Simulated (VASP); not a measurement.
Here is a VASP 6.6.1 calculation.

Contents of INCAR:

```
PREC = Accurate
ENCUT = 600
EDIFF = 1E-8
ISMEAR = 0
SIGMA = 0.01
LREAL = F
LASPH = T
NELM = 100
ALGO = Normal
ISIF = 3
LWAVE = F
LCHARG = F
GGA = PE
NBANDS = 16
IBRION = 6
NFREE = 2
POTIM = 0.015
NSW = 1
```

KPOINTS

```
regular mesh
0
Gamma
  8 8 8
```

POSCAR

```
GaP
1.0
    0.0000000000      2.7525369286      2.7525369286
    2.7525369286      0.0000000000      2.7525369286
    2.7525369286      2.7525369286      0.0000000000
Ga P
1 1
Direct
    0.0000000000      0.0000000000      0.0000000000
    0.2500000000      0.2500000000      0.2500000000
```

Potentials or basis: VASP PAW PBE potentials, release 64 (Ga_d, P).

Run with:

```console
$ cat potpaw_PBE.64/Ga_d/POTCAR potpaw_PBE.64/P/POTCAR > POTCAR
$ mpirun -np 1 vasp_std > vasp.out
```

What does it give for the elastic constants C11, C12, C44?

125, 52, 65 GPa.

What does it give for the Voigt bulk modulus?

76 GPa.

Estimate the highest phonon frequency at Γ, LO-TO splitting left out.

344 cm⁻¹.

Phonon frequencies in cm⁻¹ (negative: imaginary):
```
              q point        frequencies
(0.000, 0.000, 0.000)  0 0 0 344 344 344
```
